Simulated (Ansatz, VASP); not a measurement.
## Cu (Cu(100)): VASP beside Ansatz

One calculation is typed for both programs; each brings its own data sets. How far apart do they land? The cell is taken from a series of runs on this material, whose earlier steps may have relaxed, scaled, displaced or heated it; both programs get it as it stands.

Main program and level: Ansatz 0.2.0; plane waves, with VASP 6.6.1 beside it; single point at LDA.

### Step 1. The starting structure

The cell holds 9 atoms: 9 Cu. Cell: a = 2.553 Å, b = 2.553 Å, c = 32.440 Å, α = 90.0°, β = 90.0°, γ = 90.0°. Vacuum lies along c.

### Step 2. VASP: single point, LDA

With cell and atoms fixed, the geometry can't cause a difference; cores, projectors, grids and the points listed under the comparison can.

Lines of VASP's logs that name or quote its potential files are left out, and so is its time.

File INCAR:

```
SYSTEM = Cu
PREC = Accurate
ENCUT = 520
EDIFF = 1E-06
NELM = 120
ISMEAR = -1
SIGMA = 0.1
LREAL = .FALSE.
ALGO = Normal
GGA = PW92
NBANDS = 61
LASPH = .TRUE.
LORBIT = 11
LWAVE = .FALSE.
LCHARG = .FALSE.
ISIF = 2
LDIPOL = .TRUE.
IDIPOL = 3
DIPOL = 0.5 0.5 0.5
LVHAR = .TRUE.
GGA_COMPAT = .FALSE.
NELMDL = -8
KPAR = 2
```

File POSCAR:

```
Cu
1.0
    2.5526554801      0.0000000000      0.0000000000
    0.0000000000      2.5526554801      0.0000000000
    0.0000000000      0.0000000000     32.4400000000
Cu
9
Direct
    0.0000000000      0.0000000000      0.2774352651
    0.5000000000      0.5000000000      0.3330764488
    0.0000000000      0.0000000000      0.3887176326
    0.5000000000      0.5000000000      0.4443588163
    0.0000000000      0.0000000000      0.5000000000
    0.5000000000      0.5000000000      0.5556411837
    0.0000000000      0.0000000000      0.6112823674
    0.5000000000      0.5000000000      0.6669235512
    0.0000000000      0.0000000000      0.7225647349
```

File KPOINTS:

```
Automatic mesh
0
Gamma
20 20 1
0 0 0
```

The projector-augmented-wave data sets are Cu (LDA family, release 64).

Run with:

```sh
> mpirun -np 2 vasp_std
```

Numbers of over 12 decimals in the logs are rounded to 6 here.

What it wrote:

```text
[banner, memory and clock lines left out]
running    2 mpi-ranks, on    1 nodes
 distrk:  each k-point on    1 cores,    2 groups
 distr:  one band on    1 cores,    1 groups

 POSCAR found type information on POSCAR Cu
 POSCAR found :  1 types and       9 ions
|                                                                             |
|               ----> ADVICE to this user running VASP <----                  |
|                                                                             |
|     You enforced a specific xc type in the INCAR file but a different       |
|     [... a line on the potential file left out ...]
|     I HOPE YOU KNOW WHAT YOU ARE DOING!                                     |
|                                                                             |

 LDA part: xc-table for (Slater(with rela. corr.)+PW92), standard interpolation
 POSCAR, INCAR and KPOINTS ok, starting setup
 FFT: planning ... GRIDC
 FFT: planning ... GRID_SOFT
 FFT: planning ... GRID
 WAVECAR not read
 entering main loop
       N       E                     dE             d eps       ncg     rms          rms(c)
DAV:   1     0.939925476308E+03    0.93993E+03   -0.43181E+04  8052   0.237E+03
DAV:   2     0.870611503204E+02   -0.85286E+03   -0.82589E+03  8052   0.469E+02
DAV:   3    -0.425453865286E+02   -0.12961E+03   -0.11990E+03  8285   0.232E+02
DAV:   4    -0.485998027632E+02   -0.60544E+01   -0.59762E+01  8942   0.697E+01
DAV:   5    -0.487428857952E+02   -0.14308E+00   -0.14294E+00  9551   0.931E+00
DAV:   6    -0.487488473597E+02   -0.59616E-02   -0.59605E-02 10398   0.151E+00
DAV:   7    -0.487491608993E+02   -0.31354E-03   -0.31353E-03 11643   0.295E-01
DAV:   8    -0.487491663750E+02   -0.54757E-05   -0.54755E-05 10018   0.333E-02    0.231E+01
DAV:   9    -0.440984061145E+02    0.46508E+01   -0.92663E+01  8744   0.138E+02    0.123E+01
DAV:  10    -0.405914750898E+02    0.35069E+01   -0.19604E+01  9485   0.913E+01    0.401E+00
DAV:  11    -0.404650847830E+02    0.12639E+00   -0.53174E+00 10835   0.582E+01    0.123E+00
DAV:  12    -0.404864129821E+02   -0.21328E-01   -0.11792E+00 11375   0.228E+01    0.191E+00
DAV:  13    -0.404849673386E+02    0.14456E-02   -0.55234E-01  9165   0.175E+01    0.141E+00
DAV:  14    -0.404592291061E+02    0.25738E-01   -0.12667E-01  9935   0.403E+00    0.434E-01
[...]
DAV:  21    -0.404542893444E+02   -0.13598E-03   -0.11109E-04 10342   0.256E-01    0.176E-02
DAV:  22    -0.404544289776E+02   -0.13963E-03   -0.50094E-05 11831   0.145E-01    0.156E-02
DAV:  23    -0.404544835503E+02   -0.54573E-04   -0.16579E-05 12089   0.976E-02    0.899E-03
DAV:  24    -0.404545154297E+02   -0.31879E-04   -0.11198E-05  8817   0.640E-02    0.264E-03
DAV:  25    -0.404545362480E+02   -0.20818E-04   -0.74747E-06  8619   0.451E-02    0.636E-03
DAV:  26    -0.404545406414E+02   -0.43933E-05   -0.16975E-06  5619   0.214E-02    0.198E-03
DAV:  27    -0.404545447556E+02   -0.41143E-05   -0.11194E-06  5060   0.155E-02    0.140E-03
DAV:  28    -0.404545449946E+02   -0.23896E-06   -0.22547E-07  5166   0.612E-03
   1 F= -.40454545E+02 E0= -.40406799E+02  d E =-.954929E-01
```

Parts of OUTCAR (step 2):

```text
ion  position               nearest neighbor table
   1  0.000  0.000  0.277-   2 2.55   2 2.55   2 2.55   2 2.55
   2  0.500  0.500  0.333-   1 2.55   1 2.55   1 2.55   1 2.55   3 2.55   3 2.55   3 2.55   3 2.55

  LATTYP: Found a simple tetragonal cell.
 ALAT       =     2.5526554801
 C/A-ratio  =    12.7083346158

 Subroutine GETGRP returns: Found 16 space group operations
 (whereof 16 operations were pure point group operations)

The static configuration has the point symmetry D_4h.

 Found     66 irreducible k-points:

   k-points           NKPTS =     66   k-points in BZ     NKDIM =     66   number of bands    NBANDS=     61

   dimension x,y,z NGX =    20 NGY =   20 NGZ =  250
   dimension x,y,z NGXF=    40 NGYF=   40 NGZF=  500

   ENCUT  =  520.0 eV  38.22 Ry    6.18 a.u.   4.75  4.75 60.32*2*pi/ulx,y,z

   NELECT =      99.0000    total number of electrons

 k-points in reciprocal lattice and weights: Automatic mesh
   0.00000000  0.00000000  0.00000000       0.003
   0.05000000  0.00000000  0.00000000       0.010
   0.10000000  0.00000000  0.00000000       0.010
   0.15000000  0.00000000  0.00000000       0.010
   0.20000000  0.00000000  0.00000000       0.010
   0.25000000  0.00000000  0.00000000       0.010
   0.30000000  0.00000000  0.00000000       0.010
   0.35000000  0.00000000  0.00000000       0.010
   0.40000000  0.00000000  0.00000000       0.010
[...]
0.50000000  0.45000000  0.00000000       0.010
   0.50000000  0.50000000  0.00000000       0.003

 dipolmoment           0.000000      0.000000      0.000000 electrons x Angstroem

 average (electrostatic) potential at core
       1 -70.2418       2 -70.6632       3 -70.6642       4 -70.6704       5 -70.6689
       6 -70.6704       7 -70.6642       8 -70.6632       9 -70.2418

 E-fermi :   1.2858

 k-point     1 :       0.0000    0.0000    0.0000
  band No.  band energies     occupation
    ...
     49      -0.2264      2.00000
     50      -0.2264      2.00000
     51      -0.2072      2.00000
     52      -0.2071      2.00000
     53       0.7757      1.98789
     54       1.9334      0.00307
     55       2.6025      0.00000
     56       5.9065      0.00000
     57       6.1018      0.00000
     58       6.6880      0.00000
    ...

 k-point     2 :       0.0500    0.0000    0.0000
  band No.  band energies     occupation
    ...
     49      -0.2502      2.00000
     50      -0.2124      2.00000
     51      -0.2016      2.00000
     52      -0.1448      2.00000
     53       0.9225      1.94850
     54       2.0610      0.00086
     55       2.7476      0.00000
     56       5.9638      0.00000
     57       6.1606      0.00000
     58       6.7437      0.00000
    ...

 k-point     3 :       0.1000    0.0000    0.0000
  band No.  band energies     occupation
    ...
     49      -0.2910      2.00000
     50      -0.2158      2.00000
     51      -0.2061      2.00000
     52       0.1921      1.99996
     53       1.2679      1.08937
     54       2.4008      0.00003
     55       3.1390      0.00000
     56       6.1354      0.00000
     57       6.3371      0.00000
     58       6.9105      0.00000
    ...

  Total       -9.0481205     -9.0481205     -7.3356745      0.0000000     -0.0000000      0.0000000
  in kB      -68.5809824    -68.5809824    -55.6013556      0.0000000     -0.0000000      0.0000000
  external PRESSURE =     -64.2544402 kB  Pullay stress =       0.0000000 kB

  energy-cutoff  :      520.00
  volume of cell :      211.38
      direct lattice vectors                 reciprocal lattice vectors
     2.552655480  0.000000000  0.000000000     0.391748909  0.000000000  0.000000000
     0.000000000  2.552655480  0.000000000     0.000000000  0.391748909  0.000000000
     0.000000000  0.000000000 32.440000000     0.000000000  0.000000000  0.030826141

 POSITION                                       TOTAL-FORCE (eV/Angst)
 -----------------------------------------------------------------------------------
      0.00000      0.00000      9.00000         0.000000      0.000000      0.659296
      1.27633      1.27633     10.80500         0.000000      0.000000     -0.217076
      0.00000      0.00000     12.61000         0.000000      0.000000      0.006805
      1.27633      1.27633     14.41500        -0.000000      0.000000      0.008728
      0.00000      0.00000     16.22000         0.000000      0.000000      0.000000
      1.27633      1.27633     18.02500         0.000000     -0.000000     -0.008728
      0.00000      0.00000     19.83000         0.000000      0.000000     -0.006805
      1.27633      1.27633     21.63500         0.000000      0.000000      0.217076
      0.00000      0.00000     23.44000        -0.000000      0.000000     -0.659296
 -----------------------------------------------------------------------------------
    total drift:                               -0.000000     -0.000000      0.000000

  FREE ENERGIE OF THE ION-ELECTRON SYSTEM (eV)
  ---------------------------------------------------
  free  energy   TOTEN  =       -40.4545449946 eV

  energy  without entropy=      -40.3590520531  energy(sigma->0) =      -40.40679852

 vacuum level on the upper side and lower side of the slab         6.186         6.186

 total charge
# of ion       s       p       d       tot
------------------------------------------
    1        0.446   0.260   9.213   9.918
    2        0.449   0.380   9.181  10.010
    3        0.452   0.387   9.178  10.017
    4        0.454   0.386   9.178  10.017
    5        0.453   0.386   9.178  10.018
    6        0.454   0.386   9.178  10.017
    7        0.452   0.387   9.178  10.017
    8        0.449   0.380   9.181  10.010
    9        0.446   0.260   9.213   9.918
--------------------------------------------------
tot          4.054   3.212  82.678  89.945

[... 3 further parts left out ...]
```

This run has no spin polarisation. Its electron count is odd, so without a moment it is a metal by construction.

[end of part 1 of 2]

[Lines on the potential files, build, host, timing and source positions are cut from VASP's logs without a mark.]

[Logs are printed without paths, hosts, clocks, repeated set-up lines and the standing remarks that a program may print on its own settings, such as how far it seeks lower states.]

[Hosts, paths, dates, database ids (printed as entryN), source tags and the programs' standing remarks are cut or masked in the printed files.]
